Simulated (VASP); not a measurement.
OSZICAR of a VASP run on PtS2 (1T layered):

File OSZICAR:
```
       N       E                     dE             d eps       ncg     rms          rms(c)
DAV:   1     0.100256144735E+03    0.10026E+03   -0.92791E+03  2504   0.106E+03
DAV:   2    -0.124362669588E+02   -0.11269E+03   -0.11028E+03  3079   0.227E+02
DAV:   3    -0.164566049316E+02   -0.40203E+01   -0.40059E+01  3072   0.475E+01
DAV:   4    -0.164967988720E+02   -0.40194E-01   -0.40186E-01  3129   0.520E+00
DAV:   5    -0.164975337862E+02   -0.73491E-03   -0.73490E-03  3156   0.657E-01    0.214E+01
RMM:   6    -0.152669790789E+02    0.12306E+01   -0.65660E+00  2400   0.167E+01    0.125E+01
RMM:   7    -0.151059622953E+02    0.16102E+00   -0.62663E-01  2400   0.615E+00    0.661E+00
RMM:   8    -0.150893604823E+02    0.16602E-01   -0.57792E-02  2400   0.190E+00    0.829E-01
RMM:   9    -0.150891061153E+02    0.25437E-03   -0.26180E-02  2401   0.105E+00    0.173E-01
RMM:  10    -0.150893630822E+02   -0.25697E-03   -0.40516E-03  2422   0.511E-01    0.747E-02
RMM:  11    -0.150895268088E+02   -0.16373E-03   -0.12980E-03  2473   0.245E-01    0.402E-02
RMM:  12    -0.150895183782E+02    0.84306E-05   -0.19918E-04  2389   0.118E-01    0.148E-02
RMM:  13    -0.150895227181E+02   -0.43399E-05   -0.47867E-05  1909   0.515E-02
   1 F= -.16435966E+02 E0= -.16435966E+02  d E =-.164360E+02
       N       E                     dE             d eps       ncg     rms          rms(c)
DAV:   1    -0.152408966341E+02   -0.15138E+00   -0.17205E+01  2400   0.248E+01    0.241E+00
RMM:   2    -0.152849209605E+02   -0.44024E-01   -0.58252E-01  2400   0.579E+00    0.124E+00
RMM:   3    -0.152930048062E+02   -0.80838E-02   -0.87183E-02  2408   0.244E+00    0.737E-01
RMM:   4    -0.152940154965E+02   -0.10107E-02   -0.15195E-02  2448   0.101E+00    0.333E-01
RMM:   5    -0.152939859777E+02    0.29519E-04   -0.27260E-03  2422   0.454E-01    0.698E-02
RMM:   6    -0.152940414478E+02   -0.55470E-04   -0.73796E-04  2457   0.210E-01    0.683E-02
RMM:   7    -0.152940531987E+02   -0.11751E-04   -0.13800E-04  2263   0.970E-02    0.226E-02
RMM:   8    -0.152940541565E+02   -0.95784E-06   -0.44865E-05  1929   0.499E-02
   2 F= -.16645838E+02 E0= -.16645836E+02  d E =-.209872E+00
       N       E                     dE             d eps       ncg     rms          rms(c)
DAV:   1    -0.153048808699E+02   -0.10828E-01   -0.36466E+00  2505   0.114E+01    0.113E+00
RMM:   2    -0.153139010916E+02   -0.90202E-02   -0.12301E-01  2400   0.265E+00    0.502E-01
RMM:   3    -0.153155150124E+02   -0.16139E-02   -0.18213E-02  2405   0.112E+00    0.311E-01
RMM:   4    -0.153157462641E+02   -0.23125E-03   -0.33791E-03  2435   0.470E-01    0.181E-01
RMM:   5    -0.153157198476E+02    0.26417E-04   -0.71135E-04  2417   0.222E-01    0.279E-02
RMM:   6    -0.153157247490E+02   -0.49014E-05   -0.16733E-04  2303   0.101E-01    0.231E-02
RMM:   7    -0.153157301335E+02   -0.53845E-05   -0.45857E-05  1906   0.483E-02
   3 F= -.16669587E+02 E0= -.16669499E+02  d E =-.233621E+00
```

Task: Which electronic solver shows in the log?

Result: It is blocked Davidson (ALGO = Normal, or the opening steps of other solvers) and then RMM-DIIS (ALGO = Fast or VeryFast). The INCAR had ALGO = Fast.

Task: Can the final energy be trusted as converged?

Result: Self-consistency was reached. It stopped with EDIFF = 1E-5, NELM = 100, NSW = 20 and EDIFFG = -0.03 after 3 ionic steps (PBE GGA with D3 dispersion (Becke-Johnson damping), plane waves, VASP's PBE PAW potentials (set 64)).

The compound is PtS2 in the 1T layered structure. This run relaxes the ions in a fixed cell. Symmetry was kept, so distortions that lower it aren't found.
